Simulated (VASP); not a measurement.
Given:

```yaml
crystal:
  lattice:
    - [0.00000, 2.82163, 2.82163]
    - [2.82163, 0.00000, 2.82163]
    - [2.82163, 2.82163, 0.00000]
  atoms:
    - { symbol: Ag, position: [0.00000, 0.00000, 0.00000] }
    - { symbol: Cl, position: [0.50000, 0.50000, 0.50000] }
```

These are MS2 meta-GGA, VASP's PBE PAW potentials (set 64) (plane waves; VASP) values and carry that method's errors. Numerical set-up: 520 eV cut-off, 8×8×8 Γ-centred mesh, Gaussian smearing of 0.050 eV, potentials Ag Cl.

### Question
The job: AgCl (rock salt), 2 atoms, MS2, static run, 520 eV, 8×8×8 Γ-centred mesh. Roughly how much core time does it take on a busy server core?

### Answer
About 70 core-seconds (one run on a shared machine, a rough figure). It had 29 irreducible k-points, 13 bands, up to 1243 plane waves and 24 electronic steps.

The compound is AgCl in the rock salt structure. This cell is one point of a volume scan, at 1.06 of the reference volume.
